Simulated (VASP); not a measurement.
Wanted: the native input for a VASP 6.6.1 run.

```
Task                   : single point
Functional             : LDA
Potentials or basis    : VASP PAW LDA potentials, release 64 (P, Ir)
Cutoff                 : 520 eV
k mesh                 : 7 × 7 × 7
Occupations            : methfessel-paxton, width 0.15 eV
Spin                   : no spin polarisation
Dipole correction      : no
Further INCAR settings : ALGO = Normal; EDIFF = 1e-07; NBANDS = 18
```

The structure of PIr2 lies in POSCAR:

```
PIr2
1.0
    0.0000000000      2.7675000000      2.7675000000
    2.7675000000      0.0000000000      2.7675000000
    2.7675000000      2.7675000000      0.0000000000
P Ir
1 2
Direct
    0.0000000000      0.0000000000      0.0000000000
    0.2500000000      0.2500000000      0.2500000000
    0.7500000000      0.7500000000      0.7500000000
```

One way to write it, as run:

INCAR

```
SYSTEM = PIr2
PREC = Accurate ; ENCUT = 520
EDIFF = 1E-7 ; ISMEAR = 1
SIGMA = 0.15 ; LREAL = .False.
LASPH = .True. ; NELM = 100
ALGO = Normal ; ISIF = 2
LWAVE = .False. ; LCHARG = .False.
NBANDS = 18
```

KPOINTS

```
Automatic mesh
0
Gamma
  7 7 7
  0 0 0
```

Potentials or basis: VASP PAW LDA potentials, release 64 (P, Ir).

Run with:

```sh
$ cat potpaw_LDA.64/P/POTCAR potpaw_LDA.64/Ir/POTCAR > POTCAR
$ mpirun -np 1 vasp_std > vasp.out
```

It gave:

```json
{"Pressure": "-3.2 GPa", "Band gap on the k mesh": "none (metal or under the smearing width)"}
```

Run time: 18 s on 1 thread of AMD EPYC 7R13 Processor (Zen 3), with other jobs on the host, peak memory 0.13 GiB.
